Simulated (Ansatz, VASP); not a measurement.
# Fe (Fe(111)): VASP beside Ansatz, part 2 of 2

One calculation is typed for both programs; each brings its own data sets and cutoff. How far apart do they land?  The structure shown is the end of the Ansatz relaxation below.

VASP 6.6.1 and Ansatz 0.2.0.

So far: The structure; Ansatz: relaxation, PBE.

## 3. VASP: single point, PBE

Level of this step: PBE, spin-polarised from a ferromagnetic start; plane waves and PAW (Fe) (VASP).

The same cell, functional, mesh and smearing now go to VASP, with its own data sets and cutoff.

Lines of VASP's logs that name or quote its potential files are left out, and so is its time.

Input file INCAR:

```
SYSTEM = Fe
PREC = Accurate
ENCUT = 400
EDIFF = 1E-06
NELM = 100
ISMEAR = 1
SIGMA = 0.1
LREAL = .FALSE.
ALGO = Normal
GGA = PE
NBANDS = 97
ISPIN = 2
MAGMOM = 2.75 2.33 2.53 2.28 2.3 2.34 2.2 2.2 2.34 2.3 2.28 2.53 2.33 2.75
LASPH = .TRUE.
LMAXMIX = 4
LORBIT = 11
LWAVE = .FALSE.
LCHARG = .FALSE.
KPAR = 4
ISIF = 0
LDIPOL = .TRUE.
IDIPOL = 3
DIPOL = 0.5 0.5 0.5
LVHAR = .TRUE.
```

Input file POSCAR:

```
Fe
1.0
    4.0587929240      0.0000000000      0.0000000000
   -2.0293964620      3.5150177809      0.0000000000
    0.0000000000      0.0000000000     26.7704692717
Fe
14
Direct
    0.6666666667      0.3333333333      0.3073459518
    0.0000000000      0.0000000000      0.3353880524
    0.3333333333      0.6666666667      0.3599384673
    0.6666666667      0.3333333333      0.3939311419
    0.0000000000      0.0000000000      0.4245604536
    0.3333333333      0.6666666667      0.4544588714
    0.6666666667      0.3333333333      0.4845259038
    0.0000000000      0.0000000000      0.5154740962
    0.3333333333      0.6666666667      0.5455411264
    0.6666666667      0.3333333333      0.5754395393
    0.0000000000      0.0000000000      0.6060688472
    0.3333333333      0.6666666667      0.6400615166
    0.6666666667      0.3333333333      0.6646119295
    0.0000000000      0.0000000000      0.6926540315
```

Input file KPOINTS:

```
Automatic mesh
0
Gamma
12 12 1
0 0 0
```

PAW data sets: Fe (PBE family, release 64).

Launch:

```
$ mpirun -np 4 vasp_std
```

Numbers of over 12 decimals in the logs are rounded to 6 here.

Output:

```text
[banner, memory and clock lines left out]
running    4 mpi-ranks, on    1 nodes
 distrk:  each k-point on    1 cores,    4 groups
 distr:  one band on    1 cores,    1 groups

 POSCAR found type information on POSCAR Fe
 POSCAR found :  1 types and      14 ions
 LDA part: xc-table for (Slater+PW92), standard interpolation
 POSCAR, INCAR and KPOINTS ok, starting setup
 FFT: planning ... GRIDC
 FFT: planning ... GRID_SOFT
 FFT: planning ... GRID
 WAVECAR not read
 entering main loop
       N       E                     dE             d eps       ncg     rms          rms(c)
DAV:   1     0.883766269641E+03    0.88377E+03   -0.39096E+04  7380   0.993E+02
DAV:   2    -0.535736129063E+02   -0.93734E+03   -0.85653E+03  7372   0.277E+02
DAV:   3    -0.122881245503E+03   -0.69308E+02   -0.60432E+02  7816   0.108E+02
DAV:   4    -0.124766063417E+03   -0.18848E+01   -0.18677E+01  8208   0.210E+01
DAV:   5    -0.124791711815E+03   -0.25648E-01   -0.25636E-01  8464   0.209E+00    0.403E+01
DAV:   6    -0.161466471085E+03   -0.36675E+02   -0.12208E+02  9040   0.132E+02    0.953E+01
DAV:   7    -0.136996964464E+03    0.24470E+02   -0.90318E+01  8671   0.119E+02    0.806E+01
DAV:   8    -0.119164753447E+03    0.17832E+02   -0.61711E+01  8812   0.958E+01    0.567E+01
DAV:   9    -0.109107503200E+03    0.10057E+02   -0.38217E+01 10170   0.718E+01    0.352E+01
DAV:  10    -0.114204502104E+03   -0.50970E+01   -0.29121E+01  8862   0.790E+01    0.496E+01
DAV:  11    -0.107793240299E+03    0.64113E+01   -0.15296E+01  8424   0.492E+01    0.258E+01
DAV:  12    -0.105720453158E+03    0.20728E+01   -0.41179E+00  8193   0.309E+01    0.149E+01
DAV:  13    -0.106809038620E+03   -0.10886E+01   -0.21868E+00  9242   0.212E+01    0.113E+01
DAV:  14    -0.107894791754E+03   -0.10858E+01   -0.12492E+00  8532   0.154E+01    0.110E+01
[...]
DAV:  39    -0.110605082999E+03   -0.12490E-02   -0.25697E-05  8115   0.317E-02    0.286E-02
DAV:  40    -0.110605389337E+03   -0.30634E-03   -0.88805E-06  8508   0.239E-02    0.165E-02
DAV:  41    -0.110605600952E+03   -0.21161E-03   -0.59511E-06  7246   0.152E-02    0.138E-02
DAV:  42    -0.110605688964E+03   -0.88012E-04   -0.25068E-06  6354   0.116E-02    0.120E-02
DAV:  43    -0.110605705830E+03   -0.16866E-04   -0.82872E-07  5463   0.768E-03    0.820E-03
DAV:  44    -0.110605715115E+03   -0.92852E-05   -0.70277E-07  5590   0.577E-03    0.415E-03
DAV:  45    -0.110605717753E+03   -0.26384E-05   -0.40538E-07  5351   0.286E-03    0.344E-03
DAV:  46    -0.110605717797E+03   -0.43850E-07   -0.88783E-08  4877   0.187E-03
   1 F= -.11060572E+03 E0= -.11060542E+03  d E =-.891732E-03  mag=    33.8802
```

Parts of OUTCAR (step 3):

```text
ion  position               nearest neighbor table
   1  0.667  0.333  0.307-   4 2.32   2 2.46   2 2.46   2 2.46   3 2.73   3 2.73   3 2.73
   2  0.000  0.000  0.335-   5 2.39   3 2.43   3 2.43   3 2.43   1 2.46   1 2.46   1 2.46   4 2.82
                             4 2.82   4 2.82
   3  0.333  0.667  0.360-   2 2.43   2 2.43   2 2.43   4 2.51   4 2.51   4 2.51   6 2.53   1 2.73
                             1 2.73   1 2.73   5 2.91   5 2.91   5 2.91
   4  0.667  0.333  0.394-   1 2.32   7 2.43   5 2.48   5 2.48   5 2.48   3 2.51   3 2.51   3 2.51
                             2 2.82   2 2.82   2 2.82   6 2.85   6 2.85   6 2.85
   5  0.000  0.000  0.425-   2 2.39   8 2.43   6 2.48   6 2.48   6 2.48   4 2.48   4 2.48   4 2.48
                             7 2.84   7 2.84   7 2.84   3 2.91   3 2.91   3 2.91
   6  0.333  0.667  0.454-   9 2.44   5 2.48   5 2.48   5 2.48   7 2.48   7 2.48   7 2.48   3 2.53
                             4 2.85   4 2.85   4 2.85   8 2.86   8 2.86   8 2.86
   7  0.667  0.333  0.485-   4 2.43  10 2.43   6 2.48   6 2.48   6 2.48   8 2.49   8 2.49   8 2.49
                             5 2.84   5 2.84   5 2.84   9 2.86   9 2.86   9 2.86
   8  0.000  0.000  0.515-  11 2.43   5 2.43   9 2.48   9 2.48   9 2.48   7 2.49   7 2.49   7 2.49
                            10 2.84  10 2.84  10 2.84   6 2.86   6 2.86   6 2.86
   9  0.333  0.667  0.546-   6 2.44  10 2.48  10 2.48  10 2.48   8 2.48   8 2.48   8 2.48  12 2.53
                            11 2.85  11 2.85  11 2.85   7 2.86   7 2.86   7 2.86
  10  0.667  0.333  0.575-  13 2.39   7 2.43   9 2.48   9 2.48   9 2.48  11 2.48  11 2.48  11 2.48
                             8 2.84   8 2.84   8 2.84  12 2.91  12 2.91  12 2.91
  11  0.000  0.000  0.606-  14 2.32   8 2.43  10 2.48  10 2.48  10 2.48  12 2.51  12 2.51  12 2.51
                            13 2.82  13 2.82  13 2.82   9 2.85   9 2.85   9 2.85
  12  0.333  0.667  0.640-  13 2.43  13 2.43  13 2.43  11 2.51  11 2.51  11 2.51   9 2.53  14 2.73
                            14 2.73  14 2.73  10 2.91  10 2.91  10 2.91
  13  0.667  0.333  0.665-  10 2.39  12 2.43  12 2.43  12 2.43  14 2.46  14 2.46  14 2.46  11 2.82
                            11 2.82  11 2.82
  14  0.000  0.000  0.693-  11 2.32  13 2.46  13 2.46  13 2.46  12 2.73  12 2.73  12 2.73

  LATTYP: Found a hexagonal cell.
 ALAT       =     4.0587929240
 C/A-ratio  =     6.5956725985

 Subroutine GETGRP returns: Found 12 space group operations
 (whereof  6 operations were pure point group operations)

The static configuration has the point symmetry C_3v.
 The point group associated with its full space group is D_3d.

 Found     19 irreducible k-points:

   k-points           NKPTS =     19   k-points in BZ     NKDIM =     19   number of bands    NBANDS=     97

   dimension x,y,z NGX =    28 NGY =   28 NGZ =  180
   dimension x,y,z NGXF=    56 NGYF=   56 NGZF=  360

   ENCUT  =  400.0 eV  29.40 Ry    5.42 a.u.   6.62  6.62 43.66*2*pi/ulx,y,z

   NELECT =     112.0000    total number of electrons

 k-points in reciprocal lattice and weights: Automatic mesh
   0.00000000  0.00000000  0.00000000       0.007
   0.08333333  0.00000000  0.00000000       0.042
   0.16666667  0.00000000  0.00000000       0.042
   0.25000000  0.00000000  0.00000000       0.042
   0.33333333  0.00000000  0.00000000       0.042
   0.41666667  0.00000000  0.00000000       0.042
   0.50000000  0.00000000  0.00000000       0.021
   0.08333333  0.08333333  0.00000000       0.042
   0.16666667  0.08333333  0.00000000       0.083
[...]
0.33333333  0.25000000  0.00000000       0.083
   0.33333333  0.33333333  0.00000000       0.014

 dipolmoment           0.000000      0.000000      0.000008 electrons x Angstroem

 average (electrostatic) potential at core
       1 -48.9226       2 -48.6791       3 -48.9182       4 -48.8448       5 -48.7894
       6 -48.8156       7 -48.8456       8 -48.8456       9 -48.8156      10 -48.7894
      11 -48.8447      12 -48.9182      13 -48.6790      14 -48.9225

 E-fermi :   0.2577

 spin component 1
 k-point     1 :       0.0000    0.0000    0.0000
  band No.  band energies     occupation
    ...
     70       0.0316      1.00315
     71       0.0316      1.00315
     72       0.1273      1.03460
     73       0.2190      0.80213
     74       0.2190      0.80213
     75       0.3089      0.12314
     76       1.6204     -0.00000
     77       3.1638      0.00000
     78       3.9717      0.00000
     79       4.2337      0.00000
    ...

 k-point     2 :       0.0833    0.0000    0.0000
  band No.  band energies     occupation
    ...
     70      -0.0233      1.00026
     71       0.0386      1.00412
     72       0.1060      1.02688
     73       0.1848      0.96951
     74       0.2370      0.67127
     75       0.3310      0.02917
     76       1.6471     -0.00000
     77       3.2065      0.00000
     78       4.0405      0.00000
     79       4.3047      0.00000
    ...

 k-point     3 :       0.1667    0.0000    0.0000
  band No.  band energies     occupation
    ...
     69      -0.2605      1.00000
     70      -0.1898      1.00000
     71       0.0205      1.00201
     72       0.0445      1.00509
     73       0.1361      1.03545
     74       0.2794      0.32110
     75       0.4073     -0.02784
     76       1.7358     -0.00000
     77       3.3289      0.00000
     78       3.8888      0.00000
    ...

 k-point     4 :       0.2500    0.0000    0.0000
  band No.  band energies     occupation
    ...
     69      -0.3268      1.00000
     70      -0.2938      1.00000
     71      -0.1347      1.00000
     72       0.0306      1.00303
     73       0.0980      1.02320
     74       0.3219      0.06196
     75       0.5632     -0.00007
     76       1.9045     -0.00000
     77       2.4792      0.00000
     78       2.9195      0.00000
    ...

 k-point     5 :       0.3333    0.0000    0.0000
  band No.  band energies     occupation
    ...
     69      -0.3481      1.00000
     70      -0.2848      1.00000
     71      -0.0740      1.00001
     72      -0.0010      1.00078
     73       0.0604      1.00873
     74       0.3435     -0.00353
     75       0.8264     -0.00000
     76       1.2955     -0.00000
     77       1.6982     -0.00000
     78       2.1536     -0.00000
    ...

 k-point     6 :       0.4167    0.0000    0.0000
  band No.  band energies     occupation
    ...
     69      -0.1308      1.00000
     70      -0.0077      1.00057
     71      -0.0057      1.00062
     72       0.1752      0.99613
     73       0.2037      0.89115
     74       0.3356      0.01538
     75       0.3997     -0.03103
     76       0.7691     -0.00000
     77       1.1998     -0.00000
     78       1.4305     -0.00000
    ...

  energy-cutoff  :      400.00
  volume of cell :      381.93
      direct lattice vectors                 reciprocal lattice vectors
     4.058792924  0.000000000  0.000000000     0.246378669  0.142246791  0.000000000
    -2.029396462  3.515017781  0.000000000     0.000000000  0.284493582  0.000000000
     0.000000000  0.000000000 26.770469272     0.000000000  0.000000000  0.037354594

 POSITION                                       TOTAL-FORCE (eV/Angst)
 -----------------------------------------------------------------------------------
      2.02940      1.17167      8.22780         0.000000      0.000000      0.029579
      0.00000      0.00000      8.97850         0.000000      0.000000     -0.009630
     -0.00000      2.34335      9.63572        -0.000000      0.000000     -0.004622
      2.02940      1.17167     10.54572        -0.000000      0.000000     -0.018672
      0.00000      0.00000     11.36568         0.000000      0.000000     -0.000078
     -0.00000      2.34335     12.16608        -0.000000      0.000000     -0.005505
      2.02940      1.17167     12.97099         0.000000      0.000000      0.081358
      0.00000      0.00000     13.79948        -0.000000     -0.000000     -0.081358
     -0.00000      2.34335     14.60439         0.000000     -0.000000      0.005505
      2.02940      1.17167     15.40479        -0.000000      0.000000      0.000078
      0.00000      0.00000     16.22475         0.000000      0.000000      0.018672
     -0.00000      2.34335     17.13475         0.000000     -0.000000      0.004622
      2.02940      1.17167     17.79197         0.000000     -0.000000      0.009630
      0.00000      0.00000     18.54267        -0.000000      0.000000     -0.029579
 -----------------------------------------------------------------------------------
    total drift:                                0.000001     -0.000001      0.000989

  FREE ENERGIE OF THE ION-ELECTRON SYSTEM (eV)
  ---------------------------------------------------
  free  energy   TOTEN  =      -110.6057177969 eV

  energy  without entropy=     -110.6048260654  energy(sigma->0) =     -110.60542055

 vacuum level on the upper side and lower side of the slab         4.112         4.112

 total charge
# of ion       s       p       d       tot
------------------------------------------
    1        0.470   0.293   6.217   6.980
    2        0.490   0.446   6.278   7.214
    3        0.470   0.484   6.191   7.144
    4        0.480   0.527   6.246   7.253
    5        0.481   0.517   6.243   7.241
    6        0.472   0.515   6.221   7.209
    7        0.479   0.525   6.227   7.231
    8        0.479   0.525   6.227   7.231
    9        0.472   0.515   6.221   7.209
   10        0.481   0.517   6.243   7.241
   11        0.480   0.527   6.246   7.253
   12        0.470   0.484   6.191   7.144
   13        0.490   0.446   6.278   7.214
   14        0.470   0.293   6.217   6.980
--------------------------------------------------
tot          6.686   6.613  87.246 100.544

 magnetization (x)
# of ion       s       p       d       tot
------------------------------------------
    1        0.006   0.004   2.799   2.809
    2       -0.009  -0.021   2.372   2.343
    3       -0.010  -0.044   2.567   2.512
    4       -0.015  -0.057   2.345   2.273
    5       -0.013  -0.057   2.352   2.282
    6       -0.015  -0.056   2.394   2.323
    7       -0.014  -0.057   2.266   2.195
    8       -0.014  -0.057   2.266   2.195
    9       -0.015  -0.056   2.394   2.323
   10       -0.013  -0.057   2.352   2.282
   11       -0.015  -0.057   2.345   2.273
   12       -0.010  -0.044   2.567   2.512
   13       -0.009  -0.021   2.372   2.343
   14        0.006   0.004   2.799   2.809
--------------------------------------------------
tot         -0.141  -0.575  34.191  33.475

[... 6 further parts left out ...]
```

The magnetic state follows from one typed start and may not be the lowest.

## 4. Side by side

Known differences besides the PAW data sets themselves: VASP starts from the moments at which Ansatz ended; the data sets hold 224 valence electrons in Ansatz (default PAW (the set named soft_2) files) and 112 in VASP; the cutoff is 420 eV in Ansatz and 400 eV in VASP; site moments are counted in spheres of each program's own size. Total energies have different zeros and are not compared.

Both answers:

```tsv
quantity	Ansatz	VASP	difference
total moment (μB)	33.57	33.88	-0.31
moment on Fe1 (μB)	2.75	2.81	-0.05
moment on Fe14 (μB)	2.75	2.81	-0.05
moment on Fe12 (μB)	2.53	2.51	+0.02
moment on Fe3 (μB)	2.53	2.51	+0.02
moment on Fe2 (μB)	2.33	2.34	-0.01
moment on Fe13 (μB)	2.33	2.34	-0.01
moment on Fe9 (μB)	2.34	2.32	+0.01
moment on Fe6 (μB)	2.34	2.32	+0.01
work function, lower of the two faces (eV)	3.86	3.85	+0.01
work function, higher of the two faces (eV)	3.86	3.85	+0.01
```

At this near-relaxed geometry the largest component of a force difference is 29 meV/Å.

## 5. Results

```yaml
difference_in_work_function_lower_of_the_two_faces_single_point_pbe: 0.0064 eV
r_m_s_force_difference_single_point_pbe: 8.8 meV/Å
```

**Reading.** The r.m.s. force difference is 8.8 meV/Å (single point, PBE), within the 12 meV/Å picked in this series as the mark of a large difference. Differences of this kind measure data sets and numerical settings, not the functional's error against experiment.

[Lines on the potential files, build, host, timing and source positions are cut from VASP's logs without a mark.]

[Logs are printed without paths, hosts, clocks, repeated set-up lines and the standing remarks that a program may print on its own settings, such as how far it seeks lower states.]

[Hosts, paths, dates, database ids (printed as entryN), source tags and the programs' standing remarks are cut or masked in the printed files.]
